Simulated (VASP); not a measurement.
All values below come from LDA (Ceperley-Alder, Perdew-Zunger), VASP's LDA PAW potentials (set 64) (plane waves; VASP).

The input files of a VASP run:

**INCAR**
```
SYSTEM = SiO2
PREC = Accurate
ENCUT = 620
EDIFF = 1E-6
NELM = 100
ALGO = Normal
LREAL = .FALSE.
LASPH = .TRUE.
ISMEAR = 0
SIGMA = 0.05
LWAVE = .FALSE.
LCHARG = .FALSE.
IBRION = 2
ISIF = 3
NSW = 40
EDIFFG = -0.02
PSTRESS = 200
```

KPOINTS:
```
Automatic mesh
0
Gamma
6 6 8
0 0 0
```

POSCAR:
```
SiO2
1.0
  4.0658237151   0.0000000000   0.0000000000
  0.0000000000   4.0658237151   0.0000000000
  0.0000000000   0.0000000000   2.6313860023
Si O
2 4
direct
  1.0000000000   0.0000000000   0.0000000000
  0.5000000000   0.5000000000   0.5000000000
  0.3036323265   0.3036323265   1.0000000000
  0.8036323265   0.1963676735   0.5000000000
  0.1963676735   0.8036323265   0.5000000000
  0.6963676735   0.6963676735   0.0000000000
```

POTCAR, in this order: Si O (LDA.64 set). Program: vasp_std.

Output

**OUTCAR**
```
 ion  position               nearest neighbor table
   1  0.000  0.000  0.000-   4 1.73   5 1.73   4 1.73   5 1.73   3 1.75   6 1.75
   2  0.500  0.500  0.500-   3 1.73   6 1.73   3 1.73   6 1.73   5 1.75   4 1.75
   3  0.304  0.304  0.000-   2 1.73   2 1.73   1 1.75
   4  0.804  0.196  0.500-   1 1.73   1 1.73   2 1.75
   5  0.196  0.804  0.500-   1 1.73   1 1.73   2 1.75
   6  0.696  0.696  0.000-   2 1.73   2 1.73   1 1.75
  LATTYP: Found a simple tetragonal cell.
 ALAT       =     4.0658237151
 C/A-ratio  =     0.6471962846
 Subroutine PRICEL returns:
 Original cell was already a primitive cell.
 Subroutine GETGRP returns: Found 16 space group operations
The static configuration has the point symmetry D_2h.
 The point group associated with its full space group is D_4h.
The dynamic configuration has the point symmetry D_2h.
 Subroutine INISYM returns: Found 16 space group operations
 Subroutine IBZKPT returns following result:
 Found     50 irreducible k-points:

 Following reciprocal coordinates:
            Coordinates               Weight
  0.000000  0.000000  0.000000      1.000000
  0.166667  0.000000  0.000000      4.000000
  0.333333  0.000000  0.000000      4.000000
...
```

OSZICAR:
```
       N       E                     dE             d eps       ncg     rms          rms(c)
DAV:   1     0.178489329419E+03    0.17849E+03   -0.20545E+04  2016   0.179E+03
DAV:   2    -0.494162859780E+02   -0.22791E+03   -0.21955E+03  2632   0.353E+02
DAV:   3    -0.568751347506E+02   -0.74588E+01   -0.74402E+01  2396   0.675E+01
DAV:   4    -0.569338002846E+02   -0.58666E-01   -0.58595E-01  2364   0.669E+00
DAV:   5    -0.569344056536E+02   -0.60537E-03   -0.60526E-03  2348   0.671E-01    0.193E+01
DAV:   6    -0.519478521465E+02    0.49866E+01   -0.19033E+01  2268   0.311E+01    0.936E+00
DAV:   7    -0.518666646796E+02    0.81187E-01   -0.65557E-01  2360   0.545E+00    0.327E+00
DAV:   8    -0.518371012796E+02    0.29563E-01   -0.23256E-02  2276   0.151E+00    0.112E+00
DAV:   9    -0.518320449028E+02    0.50564E-02   -0.53733E-03  2376   0.661E-01    0.229E-01
DAV:  10    -0.518320491480E+02   -0.42452E-05   -0.13946E-04  2324   0.108E-01    0.472E-02
DAV:  11    -0.518320485278E+02    0.62012E-06   -0.15823E-05  2360   0.324E-02    0.134E-02
DAV:  12    -0.518320482715E+02    0.25638E-06   -0.68030E-07  1392   0.815E-03
   1 F= -.46402033E+02 E0= -.46402033E+02  d E =-.464020E+02
```

File OUTCAR:
```
------------------------ aborting loop because EDIFF is reached ----------------------------------------
  FORCE on cell =-STRESS in cart. coord.  units (eV):
  Direction    XX          YY          ZZ          XY          YZ          ZX
  --------------------------------------------------------------------------------------
  Total        5.4012279      5.4012279      5.3756721      0.0000000      0.0000000      0.0000000
  in kB      198.9396877    198.9396877    197.9984087      0.0000000      0.0000000      0.0000000
  external PRESSURE =      -1.3740719 kB  Pullay stress =     200.0000000 kB
  volume of cell :       43.50
      direct lattice vectors                 reciprocal lattice vectors
     4.065823715  0.000000000  0.000000000     0.245952621  0.000000000  0.000000000
     0.000000000  4.065823715  0.000000000     0.000000000  0.245952621  0.000000000
     0.000000000  0.000000000  2.631386002     0.000000000  0.000000000  0.380027863
 POSITION                                       TOTAL-FORCE (eV/Angst)
 -----------------------------------------------------------------------------------
      0.00000      0.00000      0.00000         0.000000      0.000000      0.000000
      2.03291      2.03291      1.31569         0.000000      0.000000      0.000000
      1.23452      1.23452      0.00000         0.000345      0.000345     -0.000000
      3.26743      0.79840      1.31569         0.000345     -0.000345      0.000000
      0.79840      3.26743      1.31569        -0.000345      0.000345      0.000000
      2.83131      2.83131      0.00000        -0.000345     -0.000345      0.000000
 -----------------------------------------------------------------------------------
    total drift:                               -0.000000     -0.000000     -0.000000
  FREE ENERGIE OF THE ION-ELECTRON SYSTEM (eV)
  ---------------------------------------------------
  free  energy   TOTEN  =       -51.8320482715 eV

  energy  without entropy=      -51.8320482715  energy(sigma->0) =      -51.83204827
  enthalpy is  TOTEN    =       -46.4020328530 eV   P V=        5.4300154184

 reached required accuracy - stopping structural energy minimisation
```
(Selected blocks of OUTCAR.)

The compound is SiO2 in the rutile structure, stishovite, a high-pressure form. It was relaxed first under an external pressure of 20 GPa.
